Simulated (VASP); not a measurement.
```
TlCl
1.0
    3.93345     0.00000     0.00000
    0.00000     3.93345     0.00000
    0.00000     0.00000     3.93345
Tl Cl
1 1
Direct
  0.00000   0.00000   0.00000
  0.50000   0.50000   0.50000
```

The numbers are results of HSEsol screened hybrid, VASP's PBE PAW potentials (set 64) (plane waves; VASP 6.6.1), not measurements. Run with 520 eV cut-off, 6×6×6 Γ-centred mesh, Gaussian smearing of 0.050 eV, potentials Tl_d Cl.

Unless said otherwise, spin-orbit coupling is left out, though it shifts the bands of the heavy elements here.

Task: Predict the energy per atom (σ→0), pressure, band gap (on the k-mesh) with the smallest direct gap where there is one.

Result: 
- band gap (on the k-mesh) = 2.94 eV
- smallest direct gap (on the k-mesh) = 2.94 eV
- energy per atom (σ→0) = -3.736 eV/atom
- pressure = -2.56 GPa

Total energies compare only between runs with the same potentials, cut-off and functional.

The compound is TlCl in the CsCl type structure. This cell is one point of a volume scan, at 1.03 of the reference volume. The cell's shape comes from a PBE relaxation.
